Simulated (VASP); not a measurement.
# A VASP study of AlBAs2 (LAK): structure first, properties next, part 3 of 5

Wanted: the relaxed cell of AlBAs2 and its properties. The cell is invented: it takes the structure of COD entry 9008833, BAs (space group 216 there), with some of its atoms replaced by other elements, volume scaled by an estimate. It may not be a known or stable phase. Left out of this account: 1 further run (core levels: core levels are not valid at this level).

VASP 6.6.1; LAK; plane waves and PAW (As, Al, B); invented cell.

So far, gap on the k-mesh (eV): step 2 (rough relaxation of the start cell) 1.25; step 3 (relaxing cell and atoms (LAK)) 1.26. The relaxed cell has a = 3.701, c = 5.450 Å (conventional setting).

### Step 5. Bands along the symmetry lines (LAK)

Levels along the symmetry lines show where the bands peak and cross; KPOINTS_OPT computes them in the converged potential.

Input file INCAR:

```
SYSTEM = AlBAs2
PREC = Accurate
ENCUT = 420
EDIFF = 1E-06
NELM = 100
ISMEAR = -1
SIGMA = 0.05
LREAL = .FALSE.
ALGO = Normal
METAGGA = LAK
LASPH = .TRUE.
NBANDS = 22
LORBIT = 11
LWAVE = .FALSE.
LCHARG = .FALSE.
KPAR = 2
```

Input file POSCAR:

```
AlBAs2
1.0
    3.7005641217      0.0000000000      0.0000000000
    0.0000000000      3.7005641217      0.0000000000
    0.0000000000      0.0000000000      5.4504905761
As Al B
2 1 1
Direct
    0.0000000000      0.5000000000      0.2859716471
    0.5000000000      0.0000000000      0.7140283529
    0.0000000000      0.0000000000      0.0000000000
    0.5000000000      0.5000000000      0.5000000000
```

Input file KPOINTS:

```
Automatic mesh
0
Gamma
7 7 5
0 0 0
```

Input file KPOINTS_OPT:

```
Line mode
16
Line-mode
Reciprocal
  0.00000000   0.00000000   0.00000000 GAMMA
  0.00000000   0.50000000   0.00000000 X

  0.00000000   0.50000000   0.00000000 X
  0.50000000   0.50000000   0.00000000 M

  0.50000000   0.50000000   0.00000000 M
  0.00000000   0.00000000   0.00000000 GAMMA

  0.00000000   0.00000000   0.00000000 GAMMA
  0.00000000   0.00000000   0.50000000 Z

  0.00000000   0.00000000   0.50000000 Z
  0.00000000   0.50000000   0.50000000 R

  0.00000000   0.50000000   0.50000000 R
  0.50000000   0.50000000   0.50000000 A

  0.50000000   0.50000000   0.50000000 A
  0.00000000   0.00000000   0.50000000 Z

  0.00000000   0.50000000   0.00000000 X
  0.00000000   0.50000000   0.50000000 R

  0.50000000   0.50000000   0.00000000 M
  0.50000000   0.50000000   0.50000000 A
```

Potentials, in the order of the species: As, Al and B (PBE family, release 64).

The run is started by

```console
$ mpirun -np 2 vasp_std
```

The log of the run:

```text
[... set-up lines as in an earlier step ...]
 entering main loop
       N       E                     dE             d eps       ncg     rms          rms(c)
DAV:   1     0.608537999560E+02    0.60854E+02   -0.49496E+03  1320   0.497E+02
DAV:   2     0.129421831954E+02   -0.47912E+02   -0.44062E+02  1724   0.102E+02
DAV:   3     0.105189852089E+02   -0.24232E+01   -0.23919E+01  1668   0.207E+01
DAV:   4     0.105039699644E+02   -0.15015E-01   -0.15012E-01  1548   0.191E+00
DAV:   5     0.105037795989E+02   -0.19037E-03   -0.19036E-03  1650   0.221E-01    0.638E+00
DAV:   6     0.160232927767E+02    0.55195E+01   -0.10266E+00  1494   0.550E+00    0.398E+00
DAV:   7     0.158953996811E+02   -0.12789E+00   -0.24752E-01  1532   0.255E+00    0.154E+00
DAV:   8     0.158796311253E+02   -0.15769E-01   -0.56263E-02  1436   0.133E+00    0.453E-01
DAV:   9     0.158787445569E+02   -0.88657E-03   -0.36889E-03  1658   0.391E-01    0.132E-01
DAV:  10     0.158786585703E+02   -0.85987E-04   -0.41236E-04  1496   0.127E-01    0.338E-02
DAV:  11     0.158786280275E+02   -0.30543E-04   -0.72822E-05  1622   0.463E-02    0.151E-02
DAV:  12     0.158786234843E+02   -0.45432E-05   -0.93581E-06  1514   0.175E-02    0.649E-03
DAV:  13     0.158786230914E+02   -0.39292E-06   -0.21045E-06  1598   0.825E-03
   1 F= 0.15878623E+02 E0= 0.15878623E+02  d E =-.878845E-07
 Start KPOINTS_OPT (optional k-point list driver)
k-point batch [1-30\144]
       N       E                     dE             ncg
DAV:   1     0.109864766752E+04   -0.85589E+04     1328
DAV:   2    -0.398361329096E+03   -0.14970E+04     1728
DAV:   3    -0.471044240993E+03   -0.72683E+02     1700
DAV:   4    -0.471576156124E+03   -0.53192E+00     1572
DAV:   5    -0.471585545704E+03   -0.93896E-02     1660
DAV:   6    -0.471585829343E+03   -0.28364E-03     1626
DAV:   7    -0.471585838231E+03   -0.88886E-05     1658
DAV:   8    -0.471585838481E+03   -0.25008E-06     1124
[...]
k-point batch [121-144\144]
       N       E                     dE             ncg
DAV:   1     0.323275700572E+04   -0.11253E+05     1056
DAV:   2     0.207107134027E+04   -0.11617E+04     1428
DAV:   3     0.201751466086E+04   -0.53557E+02     1394
DAV:   4     0.201713382241E+04   -0.38084E+00     1244
DAV:   5     0.201712695356E+04   -0.68689E-02     1382
DAV:   6     0.201712674078E+04   -0.21278E-03     1284
DAV:   7     0.201712673340E+04   -0.73811E-05     1378
DAV:   8     0.201712673318E+04   -0.21416E-06      954
```

Wall time 3.8 min (2 MPI ranks of AMD EPYC 7R43, shared host); peak memory 0.34 GiB.

Parts of OUTCAR (step 5):

```text
   k-points           NKPTS =     30   k-points in BZ     NKDIM =     30   number of bands    NBANDS=     22

   NELECT =      16.0000    total number of electrons

 E-fermi :   5.5601

 k-point     1 :       0.0000    0.0000    0.0000
  band No.  band energies     occupation
    ...
      4       1.3674      2.00000
      5       1.3674      2.00000
      6       4.4742      2.00000
      7       4.9157      1.99999
      8       4.9157      1.99999
      9       6.1797      0.00001
     10       6.3277      0.00000
     11       8.6145      0.00000
     12       8.6145      0.00000
     13       8.6477      0.00000
    ...

  Total       -0.0041912     -0.0041912     -0.0039302      0.0000000      0.0000000      0.0000000
  in kB       -0.0899661     -0.0899661     -0.0843628      0.0000000      0.0000000      0.0000000
  external PRESSURE =      -0.0880983 kB  Pullay stress =       0.0000000 kB

 POSITION                                       TOTAL-FORCE (eV/Angst)
 -----------------------------------------------------------------------------------
      0.00000      1.85028      1.55869         0.000000      0.000000      0.007682
      1.85028      0.00000      3.89180        -0.000000      0.000000     -0.007682
      0.00000      0.00000      0.00000        -0.000000      0.000000      0.000000
      1.85028      1.85028      2.72525        -0.000000     -0.000000      0.000000
 -----------------------------------------------------------------------------------
    total drift:                                0.000000      0.000000      0.000000

  FREE ENERGIE OF THE ION-ELECTRON SYSTEM (eV)
  ---------------------------------------------------
  free  energy   TOTEN  =        15.8786230914 eV

  energy  without entropy=       15.8786231793  energy(sigma->0) =       15.87862314

[... 8 parts as in an earlier step ...]

[... 8 further parts left out ...]
```

Spin-orbit coupling is off here; it would split degenerate levels, and it lifts a valence top of As p states by about 0.1 eV.

Numbers from this step:

```
SCF cycles                        : 13
bands                             : 22
pressure                          : -0.008810 GPa
least gap on mesh and path        : 1.200 eV
least direct gap on mesh and path : 1.264 eV
conduction bottom at k            : 0, 0.5, 0.5
```

Electronic bands along the path, in eV, zero at the valence-band top; v1 is the highest filled band, c1 the lowest empty one:

| point | v4 | v3 | v2 | v1 | c1 | c2 | c3 | c4 |
| --- | --- | --- | --- | --- | --- | --- | --- | --- |
| Γ | -3.55 | -0.44 | 0.00 | 0.00 | 1.26 | 1.41 | 3.70 | 3.70 |
| 0.47 of the way | -3.18 | -2.73 | -1.71 | -0.21 | 1.75 | 3.77 | 4.19 | 4.29 |
| X | -4.67 | -3.82 | -2.51 | -0.76 | 2.55 | 4.30 | 4.85 | 5.50 |
| 0.47 of the way | -4.28 | -3.79 | -3.60 | -2.39 | 2.39 | 3.45 | 4.03 | 4.25 |
| M | -3.83 | -3.56 | -3.56 | -2.98 | 1.62 | 1.62 | 1.76 | 2.16 |
| 0.47 of the way | -4.46 | -3.91 | -2.49 | -2.11 | 1.94 | 3.68 | 4.90 | 5.70 |
| Γ | -3.55 | -0.44 | 0.00 | 0.00 | 1.26 | 1.41 | 3.70 | 3.70 |
| 0.47 of the way | -3.41 | -1.80 | -0.52 | -0.52 | 1.39 | 1.98 | 3.52 | 4.56 |
| Z | -3.20 | -3.20 | -1.09 | -1.09 | 1.70 | 2.02 | 4.19 | 4.91 |
| 0.47 of the way | -2.91 | -2.55 | -1.98 | -0.89 | 2.19 | 3.74 | 4.17 | 4.87 |
| R | -2.45 | -1.78 | -1.78 | -0.68 | 1.20 | 3.05 | 4.01 | 4.59 |
| 0.47 of the way | -4.31 | -3.00 | -2.50 | -2.43 | 2.91 | 3.90 | 4.13 | 4.55 |
| A | -4.47 | -4.44 | -4.16 | -4.16 | 4.72 | 4.72 | 4.73 | 5.75 |
| 0.47 of the way | -4.24 | -3.93 | -2.12 | -1.56 | 3.02 | 3.12 | 5.44 | 5.66 |
| Z | -3.20 | -3.20 | -1.09 | -1.09 | 1.70 | 2.02 | 4.19 | 4.91 |
| jump to X | -4.67 | -3.82 | -2.51 | -0.76 | 2.55 | 4.30 | 4.85 | 5.50 |
| 0.53 of the way | -2.86 | -2.77 | -2.48 | -0.72 | 2.02 | 4.17 | 4.17 | 4.66 |
| R | -2.45 | -1.78 | -1.78 | -0.68 | 1.20 | 3.05 | 4.01 | 4.59 |
| jump to M | -3.83 | -3.56 | -3.56 | -2.98 | 1.62 | 1.62 | 1.76 | 2.16 |
| 0.47 of the way | -4.13 | -3.85 | -3.85 | -3.61 | 2.58 | 2.58 | 2.66 | 3.31 |
| A | -4.47 | -4.44 | -4.16 | -4.16 | 4.72 | 4.72 | 4.73 | 5.75 |

Of the projections kept (As, Al, B), the largest for each band there; the rest of the weight can lie on other orbitals:

| point | v4 | v3 | v2 | v1 | c1 | c2 | c3 | c4 |
| --- | --- | --- | --- | --- | --- | --- | --- | --- |
| Γ | As 0.61 | As 0.77 | As 0.85 | As 0.85 | B 0.54 | As 0.50 | As 0.38 | As 0.38 |
| X | As 0.63 | As 0.63 | As 0.57 | As 0.85 | B 0.52 | As 0.53 | As 0.50 | As 0.57 |
| M | As 0.59 | As 0.66 | As 0.66 | As 0.76 | As 0.54 | As 0.54 | As 0.53 | Al 0.58 |
| Γ | As 0.61 | As 0.77 | As 0.85 | As 0.85 | B 0.54 | As 0.50 | As 0.38 | As 0.38 |
| Z | As 0.59 | As 0.59 | As 0.80 | As 0.80 | B 0.62 | As 0.50 | As 0.60 | As 0.67 |
| R | As 0.57 | As 0.72 | As 0.66 | As 0.86 | B 0.49 | As 0.50 | As 0.52 | As 0.61 |

The path lowers the gap by 0.06 eV against the mesh alone, so a band edge lies off the mesh.

### Step 6. Density of states (LAK)

Here the states are counted by energy and projected on the atoms. The mesh is finer than in the run before.

INCAR: that of step 5 with these lines changed.

```diff
@@ -5,3 +5,3 @@
 NELM = 100
-ISMEAR = -1
+ISMEAR = -5
 SIGMA = 0.05
@@ -16 +16,2 @@
 KPAR = 2
+NEDOS = 2001
```

POSCAR is that of step 5.

Input file KPOINTS:

```
Automatic mesh
0
Gamma
11 11 7
0 0 0
```

The run is started by

```console
$ mpirun -np 2 vasp_std
```

The log of the run:

```text
[... set-up lines as in an earlier step ...]
 entering main loop
       N       E                     dE             d eps       ncg     rms          rms(c)
DAV:   1     0.609629678721E+02    0.60963E+02   -0.49209E+03  3728   0.494E+02
DAV:   2     0.129828789877E+02   -0.47980E+02   -0.44208E+02  4796   0.103E+02
DAV:   3     0.105128260255E+02   -0.24701E+01   -0.24400E+01  4742   0.207E+01
DAV:   4     0.104976676285E+02   -0.15158E-01   -0.15156E-01  4246   0.190E+00
DAV:   5     0.104974814928E+02   -0.18614E-03   -0.18613E-03  4700   0.217E-01    0.638E+00
DAV:   6     0.160194275549E+02    0.55219E+01   -0.10251E+00  4254   0.551E+00    0.398E+00
DAV:   7     0.158916174969E+02   -0.12781E+00   -0.24519E-01  4332   0.254E+00    0.155E+00
DAV:   8     0.158757018913E+02   -0.15916E-01   -0.56573E-02  4132   0.134E+00    0.454E-01
DAV:   9     0.158748215057E+02   -0.88039E-03   -0.36743E-03  4602   0.390E-01    0.132E-01
DAV:  10     0.158747303459E+02   -0.91160E-04   -0.41175E-04  4154   0.128E-01    0.340E-02
DAV:  11     0.158747000138E+02   -0.30332E-04   -0.72065E-05  4534   0.459E-02    0.151E-02
DAV:  12     0.158746953294E+02   -0.46844E-05   -0.98535E-06  4220   0.180E-02    0.643E-03
DAV:  13     0.158746948973E+02   -0.43218E-06   -0.20714E-06  4500   0.816E-03
   1 F= 0.15874695E+02 E0= 0.15874695E+02  d E =0.000000E+00
```

Wall time 3.3 min (2 MPI ranks); peak memory 0.39 GiB.

OUTCAR, selected parts (step 6):

```text
   k-points           NKPTS =     84   k-points in BZ     NKDIM =     84   number of bands    NBANDS=     22

   NELECT =      16.0000    total number of electrons

 E-fermi :   4.9232

 k-point     1 :       0.0000    0.0000    0.0000
  band No.  band energies     occupation
    ...
      4       1.3670      2.00000
      5       1.3670      2.00000
      6       4.4731      2.00000
      7       4.9154      2.00000
      8       4.9154      2.00000
      9       6.1790      0.00000
     10       6.3270      0.00000
     11       8.6144      0.00000
     12       8.6144      0.00000
     13       8.6463      0.00000
    ...

  Total       -0.0175727     -0.0175727      0.0166454      0.0000000      0.0000000      0.0000000
  in kB       -0.3772061     -0.3772061      0.3573007      0.0000000      0.0000000      0.0000000
  external PRESSURE =      -0.1323705 kB  Pullay stress =       0.0000000 kB

 POSITION                                       TOTAL-FORCE (eV/Angst)
 -----------------------------------------------------------------------------------
      0.00000      1.85028      1.55869        -0.000000     -0.000000      0.008418
      1.85028      0.00000      3.89180        -0.000000     -0.000000     -0.008418
      0.00000      0.00000      0.00000         0.000000     -0.000000      0.000000
      1.85028      1.85028      2.72525        -0.000000      0.000000      0.000000
 -----------------------------------------------------------------------------------
    total drift:                               -0.000000      0.000000      0.000000

  FREE ENERGIE OF THE ION-ELECTRON SYSTEM (eV)
  ---------------------------------------------------
  free  energy   TOTEN  =        15.8746948973 eV

  energy  without entropy=       15.8746948973  energy(sigma->0) =       15.87469490

[... 6 parts as in an earlier step ...]

[... 10 further parts left out ...]
```

Numbers from this step:

| Item | Value |
| --- | --- |
| irreducible k-points | 84 |
| free energy (TOTEN) | 15.87 eV |
| Fermi energy | 4.923 eV |
| pressure | -0.01324 GPa |
| conduction bottom at k | 0, 0, 0 |

The density of states has structure finer than the step of the table below, so its rows give means over 0.5 eV, whole bins alone (the curve runs from -12.0 to 7.58 eV). Peaks (eV: height): total -11.80: 3.39, -7.24: 3.49, 3.66: 3.83, 4.73: 3.86; As p -3.91: 0.864, -2.89: 0.947, -1.70: 0.885, -1.01: 0.713; B p -3.91: 0.362, -2.89: 0.392, 3.66: 0.342, 4.73: 0.430; As s -11.80: 1.75, -11.20: 1.68; As d 3.66: 0.212, 4.73: 0.246, 5.37: 0.178, 6.44: 0.153.

States under -12.0 eV and over 7.6 eV are left out. The density of states by energy, zero at the valence-band top; means over each step; values in states/eV/cell:

```
energy (eV)   total     As p      B p     As s     As d      B s     Al s
      -11.5    2.48   0.0129   0.0673     1.34  0.00174   0.0359   0.0477
      -11.0    1.17  0.00270   0.0377    0.674   6.2e-4  0.00618  0.00706
      -10.5       0        0        0        0        0        0        0
      -10.0       0        0        0        0        0        0        0
       -9.5       0        0        0        0        0        0        0
       -9.0       0        0        0        0        0        0        0
       -8.5   0.119   0.0199   6.2e-4  0.00376  0.00102   0.0388   1.3e-4
       -8.0   0.420   0.0698  0.00479   0.0258  0.00357    0.120  0.00198
       -7.5    1.64    0.290   0.0352    0.103   0.0114    0.330   0.0497
       -7.0    1.30    0.237   0.0299   0.0755  0.00956    0.218   0.0726
       -6.5   0.655    0.130   0.0225   0.0328  0.00363   0.0493   0.0581
       -6.0    1.27    0.265   0.0466   0.0504  0.00724   0.0316    0.163
       -5.5    1.03    0.223   0.0520   0.0587  0.00593   0.0264    0.105
       -5.0   0.934    0.222   0.0849   0.0395  0.00475   0.0191   0.0471
       -4.5    1.75    0.458    0.178   0.0328  0.00837   0.0177   0.0304
       -4.0    2.27    0.618    0.244   0.0395   0.0139   0.0169   0.0448
       -3.5    2.66    0.749    0.329   0.0364   0.0206   0.0158   0.0440
       -3.0    2.70    0.787    0.332   0.0328   0.0254   0.0135   0.0460
       -2.5    1.96    0.607    0.184   0.0208   0.0190  0.00887   0.0215
       -2.0    1.62    0.533    0.107   0.0143   0.0168  0.00609   0.0116
       -1.5    1.45    0.500   0.0729   0.0129   0.0164  0.00614  0.00846
       -1.0    1.57    0.600   0.0504  0.00851   0.0162  0.00286  0.00560
       -0.5   0.631    0.255   0.0234  0.00241  0.00711   7.5e-4  0.00140
        0.0  0.0485   0.0207  0.00199   6.8e-5   5.5e-4   1.1e-5   4.5e-5
        0.5       0        0        0        0        0        0        0
        1.0  3.6e-5        0   2.0e-6   4.0e-6        0   6.0e-6        0
        1.5   0.368   0.0154   0.0294   0.0294   0.0193   0.0355  0.00100
        2.0    1.49   0.0797    0.145    0.123   0.0766    0.133  0.00952
        2.5    2.13    0.131    0.218    0.151    0.113    0.151   0.0273
        3.0    1.21   0.0832    0.103   0.0684   0.0663   0.0559   0.0373
        3.5    2.66    0.238    0.225    0.138    0.146   0.0857    0.119
        4.0    2.28    0.230    0.226   0.0823    0.134   0.0554   0.0631
        4.5    3.14    0.345    0.353   0.0964    0.188   0.0614   0.0799
        5.0    2.58    0.316    0.265   0.0645    0.165   0.0258   0.0916
        5.5    2.32    0.296    0.207   0.0652    0.141   0.0236    0.103
        6.0    1.85    0.255    0.184   0.0570    0.116   0.0263   0.0686
        6.5    1.98    0.292    0.152   0.0517    0.136   0.0357   0.0559
        7.0    1.68    0.232    0.141   0.0365    0.129   0.0295   0.0278
```

The gap on this mesh is 1.26 eV, over the 1.20 eV of the band run, since this mesh misses a band edge. In the top eV of the valence band the largest shares in the PAW spheres are As p 40 %. The rest lies in smaller channels or between the spheres.

[end of part 3 of 5]

[Lines on the potential files, build, host, timing and source positions are cut from VASP's logs without a mark.]

[Logs are printed without paths, hosts, clocks, repeated set-up lines and the standing remarks that a program may print on its own settings, such as how far it seeks lower states.]

[Hosts, paths, dates, database ids (printed as entryN), source tags and the programs' standing remarks are cut or masked in the printed files.]

[A measured line is paired with the nearest computed mode of its activity, which favours agreement.]
